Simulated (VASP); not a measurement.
# Work functions of rock-salt TiC by face and end

How far do face, termination and an added layer move the work function? Model: rock-salt TiC at a = 4.31 A.

Program: VASP 6.6.1. Level of theory: PBEsol; plane waves and PAW (Ti_sv, C), in the first sound run; inputs show where later runs differ. Results are calculated unless marked as measured.

Report form: the programs' logs are mostly left out.

## 1. The starting structure

The cell holds 11 atoms: 6 Ti and 5 C. Cell: a = 3.048 Å, b = 3.048 Å, c = 28.442 Å, α = 90.0°, β = 90.0°, γ = 120.0°. It derives from TiC. Vacuum lies along c.

## 2. Relax the state, PBEsol

State “TiC(111), Ti ends”: the free atoms relax.

Level: PBEsol; plane waves and PAW (Ti_sv, C).

Contents of INCAR:

```
SYSTEM = Ti6C5
PREC = Normal
ENCUT = 400
EDIFF = 1E-05
NELM = 120
ISMEAR = 1
SIGMA = 0.1
LREAL = Auto
ALGO = Fast
GGA = PS
NBANDS = 57
LASPH = .TRUE.
LORBIT = 11
LWAVE = .FALSE.
LCHARG = .FALSE.
KPAR = 2
IBRION = 2
NSW = 80
ISIF = 2
EDIFFG = -0.04
POTIM = 0.4
MAXMIX = 40
IDIPOL = 3
LDIPOL = .TRUE.
DIPOL = 0.5 0.5 0.5
ISYM = 2
```

Contents of POSCAR:

```
Ti6C5
1.0
    3.0476302270      0.0000000000      0.0000000000
   -1.5238151130      2.6393251980      0.0000000000
    0.0000000000      0.0000000000     28.4418983010
Ti C
6 5
Direct
    0.0000000000      0.0000000000      0.2812751780
    0.6666666670      0.3333333330      0.3687651070
    0.3333333330      0.6666666670      0.4562550360
    0.0000000000      0.0000000000      0.5437449640
    0.6666666670      0.3333333330      0.6312348930
    0.3333333330      0.6666666670      0.7187248220
    0.3333333330      0.6666666670      0.3250201420
    0.0000000000      0.0000000000      0.4125100710
    0.6666666670      0.3333333330      0.5000000000
    0.3333333330      0.6666666670      0.5874899290
    0.0000000000      0.0000000000      0.6749798580
```

Contents of KPOINTS:

```
Automatic mesh
0
Gamma
12 12 1
0 0 0
```

Potentials, in the order of the species: Ti_sv and C (PBE family, release 64).

Command:

```console
> mpirun -np 2 vasp_std
```

Elapsed: 19 min, on 2 MPI ranks of AMD EPYC 7R43, shared host; peak memory 0.48 GiB.

Numbers from this step:

* energy(sigma→0) of the program: -105.6578 eV
* ionic steps: 14

## 3. Potential of the state, PBEsol

State “TiC(111), Ti ends”: a tighter run that also writes the potential.

Level: PBEsol; plane waves and PAW (Ti_sv, C).

Contents of INCAR:

```
SYSTEM = Ti6C5
PREC = Normal
ENCUT = 400
EDIFF = 1E-06
NELM = 120
ISMEAR = 1
SIGMA = 0.1
LREAL = Auto
ALGO = Fast
GGA = PS
NBANDS = 57
LASPH = .TRUE.
LORBIT = 11
LWAVE = .FALSE.
LCHARG = .FALSE.
KPAR = 2
IDIPOL = 3
LDIPOL = .TRUE.
DIPOL = 0.5 0.5 0.5
LVHAR = .TRUE.
LVACPOTAV = .TRUE.
NEDOS = 1500
```

Contents of POSCAR:

```
Ti6C5
1.0
    3.0476302270      0.0000000000      0.0000000000
   -1.5238151130      2.6393251980      0.0000000000
    0.0000000000      0.0000000000     28.4418983010
Ti C
6 5
Direct
    0.0000000000      0.0000000000      0.2882071133
    0.6666666670      0.3333333330      0.3722086045
    0.3333333330      0.6666666670      0.4572923758
    0.0000000000      0.0000000000      0.5427076242
    0.6666666670      0.3333333330      0.6277913955
    0.3333333330      0.6666666670      0.7117928867
    0.3333333330      0.6666666670      0.3236923683
    0.0000000000      0.0000000000      0.4129740753
    0.6666666670      0.3333333330      0.5000000000
    0.3333333330      0.6666666670      0.5870259247
    0.0000000000      0.0000000000      0.6763076317
```

KPOINTS is that of step 2.

Command:

```console
> mpirun -np 2 vasp_std
```

Elapsed: 2.9 min, on 2 MPI ranks; peak memory 0.44 GiB.

Numbers from this step:

* energy(sigma→0) of the program: -105.6578 eV
* work function, upper and lower side: 4.71, 4.71 eV

VASP warns that it found no field-free region by its own threshold; the planar potential, read 60 % of the way from the top atom to the cell's edge, stands at 4.73 eV above the Fermi level.

## 4. Relax the state, PBEsol

State “TiC(111), Ti ends, one layer of O on top”: the free atoms relax.

Level: PBEsol, no spin polarisation; plane waves and PAW (Ti_sv, C, O).

System, named by how it was started: O on TiC(111). The cell holds 12 atoms: 6 Ti, 5 C and 1 O. Its edges and angles: a = 3.048 Å, b = 3.048 Å, c = 29.542 Å, α = 90.0°, β = 90.0°, γ = 120.0°. It derives from TiC. Vacuum lies along c.

Contents of INCAR:

```
SYSTEM = Ti6C5O
PREC = Normal
ENCUT = 400
EDIFF = 1E-05
NELM = 120
ISMEAR = 1
SIGMA = 0.1
LREAL = Auto
ALGO = Fast
GGA = PS
NBANDS = 61
LASPH = .TRUE.
LORBIT = 11
LWAVE = .FALSE.
LCHARG = .FALSE.
KPAR = 2
IBRION = 2
NSW = 80
ISIF = 2
EDIFFG = -0.04
POTIM = 0.4
MAXMIX = 40
IDIPOL = 3
LDIPOL = .TRUE.
DIPOL = 0.5 0.5 0.502
ISYM = 2
```

Contents of POSCAR:

```
Ti6C5O
1.0
    3.0476302270      0.0000000000      0.0000000000
   -1.5238151130      2.6393251980      0.0000000000
    0.0000000000      0.0000000000     29.5418983010
Ti C O
6 5 1
Direct
    0.0000000000      0.0000000000      0.2708018260
    0.6666666670      0.3333333330      0.3550340450
    0.3333333330      0.6666666670      0.4392662650
    0.0000000000      0.0000000000      0.5234984840
    0.6666666670      0.3333333330      0.6077307040
    0.3333333330      0.6666666670      0.6919629230
    0.3333333330      0.6666666670      0.3129179360
    0.0000000000      0.0000000000      0.3971501550
    0.6666666670      0.3333333330      0.4813823740
    0.3333333330      0.6666666670      0.5656145940
    0.0000000000      0.0000000000      0.6498468130
    0.6666666670      0.3333333330      0.7291981740
```

KPOINTS is that of step 3.

Potentials, in the order of the species: Ti_sv, C and O (PBE family, release 64).

Command:

```console
> mpirun -np 2 vasp_std
```

Run time: 16 min. Hardware: 2 MPI ranks; peak memory 0.49 GiB; 32 min of CPU time.

This run gave:

```
energy(sigma→0) of the program : -115.9821 eV
ionic steps                    : 15
```

## 5. Potential of the state, PBEsol

State “TiC(111), Ti ends, one layer of O on top”: a tighter run that also writes the potential.

Level: PBEsol, no spin polarisation; plane waves and PAW (Ti_sv, C, O).

Contents of INCAR:

```
SYSTEM = Ti6C5O
PREC = Normal
ENCUT = 400
EDIFF = 1E-06
NELM = 120
ISMEAR = 1
SIGMA = 0.1
LREAL = Auto
ALGO = Fast
GGA = PS
NBANDS = 61
LASPH = .TRUE.
LORBIT = 11
LWAVE = .FALSE.
LCHARG = .FALSE.
KPAR = 2
IDIPOL = 3
LDIPOL = .TRUE.
DIPOL = 0.5 0.5 0.502
LVHAR = .TRUE.
LVACPOTAV = .TRUE.
NEDOS = 1500
```

Contents of POSCAR:

```
Ti6C5O
1.0
    3.0476302270      0.0000000000      0.0000000000
   -1.5238151130      2.6393251980      0.0000000000
    0.0000000000      0.0000000000     29.5418983010
Ti C O
6 5 1
Direct
    0.0000000000      0.0000000000      0.2767564390
    0.6666666670      0.3333333330      0.3574097165
    0.3333333330      0.6666666670      0.4396132959
    0.0000000000      0.0000000000      0.5228707833
    0.6666666670      0.3333333330      0.6069553767
    0.3333333330      0.6666666670      0.6929915356
    0.3333333330      0.6666666670      0.3111968050
    0.0000000000      0.0000000000      0.3975775384
    0.6666666670      0.3333333330      0.4816673395
    0.3333333330      0.6666666670      0.5654574271
    0.0000000000      0.0000000000      0.6489877428
    0.6666666670      0.3333333330      0.7229202931
```

KPOINTS is that of step 4.

Command:

```console
> mpirun -np 2 vasp_std
```

Run time: 4 min. Hardware: 2 MPI ranks; peak memory 0.46 GiB.

Numbers from this step:

```
energy(sigma→0) of the program      : -115.9821 eV
work function, upper and lower side : 6.15, 4.72 eV
```

VASP warns that it found no field-free region by its own threshold; the planar potential, read 60 % of the way from the top atom to the cell's edge, stands at 6.16 eV above the Fermi level.

## 6. Free molecule: O2, PBEsol

Each gas relaxes alone in a box.

Level: PBEsol, spin-polarised from a ferromagnetic start; plane waves and PAW (O).

System, named by how it was started: O2. The cell holds 2 atoms: 2 O. Its edges and angles: a = 10.000 Å, b = 10.500 Å, c = 13.000 Å, α = 90.0°, β = 90.0°, γ = 90.0°. Vacuum lies along a, b and c.

Contents of INCAR:

```
SYSTEM = O
PREC = Normal
ENCUT = 400
EDIFF = 1E-05
NELM = 120
ISMEAR = 0
SIGMA = 0.01
LREAL = Auto
ALGO = Normal
GGA = PS
NBANDS = 14
ISPIN = 2
MAGMOM = 1 0.2
LASPH = .TRUE.
LORBIT = 11
LWAVE = .FALSE.
LCHARG = .FALSE.
NCORE = 2
IBRION = 2
NSW = 60
ISIF = 2
EDIFFG = -0.03
POTIM = 0.4
MAXMIX = 40
ISYM = 0
```

Contents of POSCAR:

```
O
1.0
   10.0000000000      0.0000000000      0.0000000000
    0.0000000000     10.5000000000      0.0000000000
    0.0000000000      0.0000000000     13.0000000000
O
2
Direct
    0.5000000000      0.5000000000      0.4534615400
    0.5000000000      0.5000000000      0.5465384600
```

Contents of KPOINTS:

```
Automatic mesh
0
Gamma
1 1 1
0 0 0
```

Potentials, in the order of the species: O (PBE family, release 64).

Command:

```console
> mpirun -np 2 vasp_gam
```

It took 54 s on 2 MPI ranks; peak memory 0.63 GiB.

Read from the output:

- energy(sigma→0) of the program: -10.2726 eV
- ionic steps: 4

## 7. The energy by hand

For “TiC(111), Ti ends, one layer of O on top”, from the relaxed energies at PBEsol: [-115.982 − (-105.658) − (0.5) × (-10.273)] = -5.19 eV.

## 8. The table

The other members went through these steps as far as the tables show, with one cutoff; 17 runs are not shown. The session took 8.2 core hours (wall time by ranks) on a shared machine.

Binding energy of an added atom against half its dimer; static energies, no zero-point or thermal terms; level: Fermi level of a metal, highest filled level otherwise.

```tsv
state	layers	from state	gas taken up (+) or given off (-)	energy, PBEsol (eV)
TiC(001), 5 layers	5			
TiC(001), 7 layers	7			
TiC(110), 9 layers	9			
TiC(111), Ti ends	11			
TiC(111), C ends	11			
TiC(111), Ti ends, one layer of O on top		TiC(111), Ti ends	+0.5 O2	-5.19
TiC(111), Ti ends, one layer of F on top		TiC(111), Ti ends	+0.5 F2	-5.55
TiC(111), Ti ends, one layer of Cl on top		TiC(111), Ti ends	+0.5 Cl2	-3.45
TiC(111), Ti ends, one layer of H on top		TiC(111), Ti ends	+0.5 H2	-1.38
```

A blank entry does not apply, was not run or did not finish.

```tsv
state	level below the vacuum (eV)	gap (eV)	nearest pair between the added atoms and the rest	its distance (Å)
TiC(001), 5 layers	4.68	0.00		
TiC(001), 7 layers	4.66	0.00		
TiC(110), 9 layers	3.99	0.00		
TiC(111), Ti ends	4.71	0.00		
TiC(111), C ends	6.68	0.00		
TiC(111), Ti ends, one layer of O on top	6.15	0.00	O-Ti	1.97
TiC(111), Ti ends, one layer of F on top	4.47	0.00	F-Ti	2.15
TiC(111), Ti ends, one layer of Cl on top	4.17	0.00	Cl-Ti	2.46
TiC(111), Ti ends, one layer of H on top	4.27	0.00	H-Ti	2.02
```

## 9. Summary of results

| Quantity | Value |
| --- | --- |
| TiC(111), Ti ends, one layer of O on top | binding -5.19 eV; level below the vacuum 6.15 eV (+1.44) |
| TiC(111), Ti ends, one layer of F on top | binding -5.55 eV; level below the vacuum 4.47 eV (-0.24) |
| TiC(111), Ti ends, one layer of Cl on top | binding -3.45 eV; level below the vacuum 4.17 eV (-0.54) |
| TiC(111), Ti ends, one layer of H on top | binding -1.38 eV; level below the vacuum 4.27 eV (-0.44) |
| TiC(001), 5 layers | work function 4.68 eV |
| TiC(001), 7 layers | work function 4.66 eV |
| TiC(110), 9 layers | work function 3.99 eV |
| TiC(111), Ti ends | work function 4.71 eV |
| TiC(111), C ends | work function 6.68 eV |

In words: The strongest binding is that of “TiC(111), Ti ends, one layer of F on top” (-5.55 eV) and the weakest that of “TiC(111), Ti ends, one layer of H on top” (-1.38 eV). The level below the vacuum on the upper side spans 3.99 eV (“TiC(110), 9 layers”) to 6.68 eV (“TiC(111), C ends”). Vacuum levels are VASP's own where it printed one and read from the planar potential otherwise; the two differ by up to about 0.05 eV, so smaller differences between rows mean nothing. The in-plane lattice is the typed one, not relaxed at this level, and the rock-salt form is assumed. Added layers start on the hollow sites that continue the stacking. The slabs ran without spin polarisation, which may matter for added atoms with open shells. One start was relaxed for each state, in a small cell at high coverage; entropy of the gases, which favours steps that give off gas, is left out.

[Lines on the potential files, build, host, timing and source positions are cut from VASP's logs without a mark.]

[Logs are printed without paths, hosts, clocks, repeated set-up lines and the standing remarks that a program may print on its own settings, such as how far it seeks lower states.]

[Hosts, paths, dates, database ids (printed as entryN), source tags and the programs' standing remarks are cut or masked in the printed files.]
